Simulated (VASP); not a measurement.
VASP input:

**POSCAR**
```
InAgTe2
7.9654430
 -0.4130558975   0.4130558975   0.8116461945
  0.4130558975  -0.4130558975   0.8116461945
  0.4130558975   0.4130558975  -0.8116461945
Ag In Te
2 2 4
Cart
  0.0000000000   0.4130558975   0.4058230973
  0.0000000000   0.0000000000   0.0000000000
  0.4130558975   0.0000000000   0.4058230973
  0.0000000000   0.0000000000   0.8116461945
  0.2065279487   0.2021260132  -0.2029115486
  0.2065279487   0.2109298843   0.6087346459
  0.2109298843  -0.2065279487   1.0145577431
  0.2021260132   0.6195838462   0.2029115486
```

**INCAR**
```
SYSTEM = InAgTe2
PREC = Accurate
ENCUT = 400
EDIFF = 1E-6
NELM = 100
ALGO = Normal
LREAL = .FALSE.
LASPH = .TRUE.
ISMEAR = 0
SIGMA = 0.05
GGA = PE
LMAXMIX = 4
LWAVE = .FALSE.
LCHARG = .TRUE.
```

### KPOINTS
```
Automatic mesh
0
G
5 5 5
0 0 0
```

POTCAR, in this order: Ag In_d Te (PBE.64 set). Program: vasp_std.

**Question.** Translate this PBE calculation to Ansatz.

**Answer.** One equivalent input (not run):
Ansatz 0.2 input:
```yaml
crystal:
  lattice:
    - [-3.2901732, 3.2901732, 6.4651215]
    - [3.2901732, -3.2901732, 6.4651215]
    - [3.2901732, 3.2901732, -6.4651215]
  atoms:
    - { symbol: Ag, position: [0.7500000, 0.2500000, 0.5000000] }
    - { symbol: Ag, position: [0.0000000, 0.0000000, 0.0000000] }
    - { symbol: In, position: [0.2500000, 0.7500000, 0.5000000] }
    - { symbol: In, position: [0.5000000, 0.5000000, 0.0000000] }
    - { symbol: Te, position: [0.1196715, 0.1250000, 0.4946715] }
    - { symbol: Te, position: [0.6303285, 0.6250000, 0.5053285] }
    - { symbol: Te, position: [0.3750000, 0.8803285, 0.0053285] }
    - { symbol: Te, position: [0.8750000, 0.3696715, 0.9946715] }
kpoints:
  mp_grid: { grid: [5, 5, 5] }
hamiltonian:
  xc: pbe
  pseudopotentials: { kind: paw }
scf:
  occupations: { method: gaussian, width: 0.05 }
  max_iter: 100
output: { forces: true, stress: true, eigenvalues: true }
```
Limits of the translation: each code has its own PAW files, so the cut-off isn't converted (ENCUT is set for VASP's; basis.ecutwfc is left out, and Ansatz then takes the one that its files recommend); Ansatz stops its SCF on the density residual and VASP on the energy change (EDIFF).

The structure was generated: InAgTe2 was put into the chalcopyrite type (I-42d), which need not be its known phase. It was relaxed first.
